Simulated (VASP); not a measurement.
All values below come from LDA (Ceperley-Alder, Perdew-Zunger), VASP's LDA PAW potentials (set 64) (plane waves; VASP).

VASP ran on this input.

### INCAR
```
ALGO = Normal
EDIFF = 1E-7
ENCUT = 520
ISIF = 2
ISMEAR = 0
LASPH = .True.
LCHARG = .False.
LREAL = .False.
LWAVE = .False.
NELM = 100
PREC = Accurate
SIGMA = 0.05
SYSTEM = NaF
```

KPOINTS:
```
Automatic
0
G
10 10 10
0 0 0
```

POSCAR:
```
NaF
1
    0.0000000000     2.2745334239     2.2745334239
    2.2745334239     0.0000000000     2.2745334239
    2.2745334239     2.2745334239     0.0000000000
Na F
1 1
Direct
  0.0000000000   0.0000000000   0.0000000000
  0.5000000000   0.5000000000   0.5000000000
```

POTCAR, in this order: Na_pv F (LDA.64 set). Program: vasp_std.

What VASP printed:

### OUTCAR
```
 ion  position               nearest neighbor table
   1  0.000  0.000  0.000-   2 2.27   2 2.27   2 2.27   2 2.27   2 2.27   2 2.27
   2  0.500  0.500  0.500-   1 2.27   1 2.27   1 2.27   1 2.27   1 2.27   1 2.27
  LATTYP: Found a face centered cubic cell.
 ALAT       =     4.5490668478
 Subroutine PRICEL returns:
 Original cell was already a primitive cell.
 Subroutine GETGRP returns: Found 48 space group operations
The static configuration has the point symmetry O_h .
The dynamic configuration has the point symmetry O_h .
 Subroutine INISYM returns: Found 48 space group operations
 Subroutine IBZKPT returns following result:
 Found     47 irreducible k-points:

 Following reciprocal coordinates:
            Coordinates               Weight
  0.000000  0.000000  0.000000      1.000000
  0.100000  0.000000  0.000000      8.000000
  0.200000  0.000000  0.000000      8.000000
  0.300000  0.000000  0.000000      8.000000
  0.400000  0.000000  0.000000      8.000000
  0.500000  0.000000  0.000000      4.000000
  0.100000  0.100000  0.000000      6.000000
  0.200000  0.100000  0.000000     24.000000
  0.300000  0.100000  0.000000     24.000000
  0.400000  0.100000  0.000000     24.000000
  0.500000  0.100000  0.000000     24.000000
 -0.400000  0.100000  0.000000     24.000000
 -0.300000  0.100000  0.000000     24.000000
 -0.200000  0.100000  0.000000     24.000000
 -0.100000  0.100000  0.000000     12.000000
  0.200000  0.200000  0.000000      6.000000
  0.300000  0.200000  0.000000     24.000000
  0.400000  0.200000  0.000000     24.000000
  0.500000  0.200000  0.000000     24.000000
 -0.400000  0.200000  0.000000     24.000000
 -0.300000  0.200000  0.000000     24.000000
 -0.200000  0.200000  0.000000     12.000000
  0.300000  0.300000  0.000000      6.000000
  0.400000  0.300000  0.000000     24.000000
...
```

OSZICAR:
```
       N       E                     dE             d eps       ncg     rms          rms(c)
DAV:   1     0.111260566961E+03    0.11126E+03   -0.83026E+03  1054   0.155E+03
DAV:   2    -0.428993311322E+01   -0.11555E+03   -0.10734E+03  1064   0.364E+02
DAV:   3    -0.101176861904E+02   -0.58278E+01   -0.58097E+01  1196   0.853E+01
DAV:   4    -0.101718181076E+02   -0.54132E-01   -0.54120E-01  1109   0.878E+00
DAV:   5    -0.101723119768E+02   -0.49387E-03   -0.49386E-03  1211   0.863E-01    0.508E+00
DAV:   6    -0.937346993520E+01    0.79884E+00   -0.34376E+00  1214   0.195E+01    0.178E+00
DAV:   7    -0.934488776844E+01    0.28582E-01   -0.37099E-02  1037   0.250E+00    0.959E-01
DAV:   8    -0.932955939600E+01    0.15328E-01   -0.20051E-02  1107   0.383E+00    0.112E-01
DAV:   9    -0.932971737310E+01   -0.15798E-03   -0.19207E-03  1169   0.479E-01    0.815E-02
DAV:  10    -0.932963999269E+01    0.77380E-04   -0.38030E-04  1115   0.230E-01    0.542E-03
DAV:  11    -0.932964019780E+01   -0.20511E-06   -0.14917E-05  1175   0.894E-02    0.299E-03
DAV:  12    -0.932964010750E+01    0.90297E-07   -0.58186E-07  1151   0.146E-02
   1 F= -.93296401E+01 E0= -.93296401E+01  d E =-.600304E-13
```

OUTCAR:
```
------------------------ aborting loop because EDIFF is reached ----------------------------------------
  FORCE on cell =-STRESS in cart. coord.  units (eV):
  Direction    XX          YY          ZZ          XY          YZ          ZX
  --------------------------------------------------------------------------------------
  Total       -0.2665859     -0.2665859     -0.2665859     -0.0000000      0.0000000     -0.0000000
  in kB      -18.1485020    -18.1485020    -18.1485020     -0.0000000      0.0000000     -0.0000000
  external PRESSURE =     -18.1485020 kB  Pullay stress =       0.0000000 kB
  volume of cell :       23.53
      direct lattice vectors                 reciprocal lattice vectors
     0.000000000  2.274533424  2.274533424    -0.219825303  0.219825303  0.219825303
     2.274533424  0.000000000  2.274533424     0.219825303 -0.219825303  0.219825303
     2.274533424  2.274533424  0.000000000     0.219825303  0.219825303 -0.219825303
  FREE ENERGIE OF THE ION-ELECTRON SYSTEM (eV)
  ---------------------------------------------------
  free  energy   TOTEN  =        -9.3296401075 eV

  energy  without entropy=       -9.3296401075  energy(sigma->0) =       -9.32964011
```
(Selected blocks of OUTCAR.)

The compound is NaF in the rock salt structure. This cell is one point of a volume scan, at 1.03 of the reference volume.
